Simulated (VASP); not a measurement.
# Quasiparticle energies of SiC (Moissanite 3C) in VASP, part 3 of 8

Wanted: how far GW moves the Kohn-Sham levels of SiC (Moissanite 3C). The cell is of the zinc-blende type, one of the forms listed for this formula. The start is a cell from a database of measured crystal structures.

VASP 6.6.1, plane waves and PAW; the level of theory is named at each step.

So far. Step 2 (Empty bands, functional PBE): WAVECAR now holds 136 bands for 8 electrons. Its independent-particle dielectric tensor has xx, yy, zz = 7.8, 7.8, 7.8 on this mesh, which isn't tested for convergence in mesh or bands and lacks local fields.

## 3. evGW0 (continued)

Level of this step: evGW0 on PBE; plane waves and PAW (Si_GW, C_GW) (VASP).

OUTCAR, selected parts (step 3):

```text
The static configuration has the point symmetry T_d .

 Found     16 irreducible k-points:

   k-points           NKPTS =     16   k-points in BZ     NKDIM =    216   number of bands    NBANDS=    136

   NELECT =       8.0000    total number of electrons

 E-fermi :   8.4549

 QP shifts <psi_nk| G(iteration)W_0 |psi_nk>: iteration 1
 for sc-GW calculations column KS-energies equals QP-energies in previous step
 and V_xc(KS)=  KS-energies - (<T + V_ion + V_H > + <T+V_H+V_ion>^1  + <V_x>^1)
 k-point   1 :       0.0000    0.0000    0.0000
  band No.  KS-energies  QP-energies   sigma(KS)   V_xc(KS)     V^pw_x(r,r')   Z            occupation Imag(sigma)
      1      -7.6332      -8.7652     -14.3072     -12.7369     -21.6946       0.7209       2.0000       1.3460
      2       7.7821       7.0595     -15.7261     -14.8072     -17.4280       0.7864       2.0000       0.0497
      3       7.7821       7.0595     -15.7261     -14.8072     -17.4280       0.7864       2.0000       0.0497
      4       7.7821       7.0595     -15.7261     -14.8072     -17.4280       0.7864       2.0000       0.0497
      5      14.0031      14.3988     -12.6714     -13.1804      -7.3947       0.7773       0.0000      -0.0806
      6      15.0768      15.5678     -10.9208     -11.5406      -5.7574       0.7922       0.0000      -0.0783
      7      15.0768      15.5678     -10.9208     -11.5406      -5.7574       0.7922       0.0000      -0.0783
      8      15.0768      15.5678     -10.9208     -11.5406      -5.7574       0.7922       0.0000      -0.0783
    ...

 k-point   2 :       0.1667    0.0000    0.0000
  band No.  KS-energies  QP-energies   sigma(KS)   V_xc(KS)     V^pw_x(r,r')   Z            occupation Imag(sigma)
      1      -7.0942      -8.2141     -14.3642     -12.8136     -21.5907       0.7222       2.0000       1.2563
      2       5.4040       4.5346     -15.0051     -13.8775     -17.3397       0.7710       2.0000       0.0617
      3       7.4498       6.7030     -15.5884     -14.6385     -17.3635       0.7861       2.0000       0.0499
      4       7.4498       6.7030     -15.5884     -14.6385     -17.3635       0.7861       2.0000       0.0499
      5      14.1122      14.5262     -11.7060     -12.2309      -6.5889       0.7888       0.0000      -0.0764
      6      15.5951      16.1052     -11.0264     -11.6745      -5.6876       0.7870       0.0000      -0.0873
      7      15.5951      16.1052     -11.0264     -11.6745      -5.6876       0.7870       0.0000      -0.0873
      8      16.1248      16.6691     -12.3909     -13.0966      -6.7668       0.7714       0.0000      -0.1050
    ...

 k-point   3 :       0.3333    0.0000    0.0000
  band No.  KS-energies  QP-energies   sigma(KS)   V_xc(KS)     V^pw_x(r,r')   Z            occupation Imag(sigma)
      1      -5.5678      -6.6550     -14.6048     -13.1152     -21.3955       0.7298       2.0000       1.0310
      2       1.5981       0.6153     -14.2459     -12.9191     -17.9684       0.7407       2.0000       0.1747
      3       6.9355       6.1493     -15.4716     -14.4673     -17.3975       0.7828       2.0000       0.0517
      4       6.9355       6.1493     -15.4716     -14.4673     -17.3975       0.7828       2.0000       0.0517
      5      13.4538      13.8593     -11.6366     -12.1465      -6.7076       0.7953       0.0000      -0.0683
      6      15.4139      15.8883     -10.6957     -11.2949      -5.4190       0.7917       0.0000      -0.0880
      7      15.4139      15.8883     -10.6957     -11.2949      -5.4190       0.7917       0.0000      -0.0880
      8      17.6934      18.1936     -11.9973     -12.6579      -5.6982       0.7572       0.0000      -0.1863
    ...

 QP shifts <psi_nk| G(iteration)W_0 |psi_nk>: iteration 2
 k-point   1 :       0.0000    0.0000    0.0000
  band No. old QP-enery  QP-energies   sigma(KS)   T+V_ion+V_H  V^pw_x(r,r')   Z            occupation Imag(sigma)
      1      -8.7652      -9.0392     -14.2498       5.1037     -21.6946       0.7192       2.0000       1.3800
      2       7.0595       6.9429     -15.6775      22.5893     -17.4280       0.7895       2.0000       0.0496
      3       7.0595       6.9429     -15.6775      22.5893     -17.4280       0.7895       2.0000       0.0496
      4       7.0595       6.9429     -15.6775      22.5893     -17.4280       0.7895       2.0000       0.0496
      5      14.3988      14.4570     -12.7102      27.1836      -7.3947       0.7800       0.0000      -0.0822
      6      15.5678      15.6338     -10.9663      26.6174      -5.7574       0.7923       0.0000      -0.0809
      7      15.5678      15.6338     -10.9663      26.6174      -5.7574       0.7923       0.0000      -0.0809
      8      15.5678      15.6338     -10.9663      26.6174      -5.7574       0.7923       0.0000      -0.0809
    ...

 QP shifts <psi_nk| G(iteration)W_0 |psi_nk>: iteration 3
 k-point   1 :       0.0000    0.0000    0.0000
  band No. old QP-enery  QP-energies   sigma(KS)   T+V_ion+V_H  V^pw_x(r,r')   Z            occupation Imag(sigma)
      1      -9.0392      -9.1049     -14.2345       5.1037     -21.6946       0.7176       2.0000       1.3937
      2       6.9429       6.9226     -15.6721      22.5893     -17.4280       0.7905       2.0000       0.0495
      3       6.9429       6.9226     -15.6721      22.5893     -17.4280       0.7905       2.0000       0.0495
      4       6.9429       6.9226     -15.6721      22.5893     -17.4280       0.7905       2.0000       0.0495
      5      14.4570      14.4645     -12.7170      27.1836      -7.3947       0.7805       0.0000      -0.0823
      6      15.6338      15.6431     -10.9719      26.6174      -5.7574       0.7925       0.0000      -0.0813
      7      15.6338      15.6431     -10.9719      26.6174      -5.7574       0.7925       0.0000      -0.0813
      8      15.6338      15.6431     -10.9719      26.6174      -5.7574       0.7925       0.0000      -0.0813
    ...

 QP shifts <psi_nk| G(iteration)W_0 |psi_nk>: iteration 4
 k-point   1 :       0.0000    0.0000    0.0000
  band No. old QP-enery  QP-energies   sigma(KS)   T+V_ion+V_H  V^pw_x(r,r')   Z            occupation Imag(sigma)
      1      -9.1049      -9.1200     -14.2297       5.1037     -21.6946       0.7162       2.0000       1.3983
      2       6.9226       6.9188     -15.6716      22.5893     -17.4280       0.7904       2.0000       0.0494
      3       6.9226       6.9188     -15.6716      22.5893     -17.4280       0.7904       2.0000       0.0494
      4       6.9226       6.9188     -15.6716      22.5893     -17.4280       0.7904       2.0000       0.0494
      5      14.4645      14.4653     -12.7181      27.1836      -7.3947       0.7806       0.0000      -0.0823
      6      15.6431      15.6444     -10.9727      26.6174      -5.7574       0.7926       0.0000      -0.0814
      7      15.6431      15.6444     -10.9727      26.6174      -5.7574       0.7926       0.0000      -0.0814
      8      15.6431      15.6444     -10.9727      26.6174      -5.7574       0.7926       0.0000      -0.0814
    ...

[... 7 parts as in an earlier step ...]

[... 26 further parts left out ...]
```

This step gave:

* quasiparticle gap on the mesh: 2.378 eV
* smallest direct quasiparticle gap on the mesh: 5.834 eV
* gap of the starting orbitals on the mesh: 1.346 eV

QP gap by iteration, by row:

| iteration | gap (eV) | direct gap (eV) |
| --- | --- | --- |
| 1 | 2.227 | 5.627 |
| 2 | 2.355 | 5.8 |
| 3 | 2.375 | 5.828 |
| 4 | 2.378 | 5.833 |

GW takes the gap from 1.346 to 2.378 eV. The last pass still moved it by +3 meV. The value holds for 136 bands, ENCUTGW = 200 eV and this mesh, and isn't shown to be converged in them.

(Continued in part 4 of 8.)

[Lines on the potential files, build, host, timing and source positions are cut from VASP's logs without a mark.]

[Logs are printed without paths, hosts, clocks, repeated set-up lines and the standing remarks that a program may print on its own settings, such as how far it seeks lower states.]

[Hosts, paths, dates, database ids (printed as entryN), source tags and the programs' standing remarks are cut or masked in the printed files.]

[Pressures printed for these runs are not shown converged in the cutoff: they can be off by several GPa and have the wrong sign.]
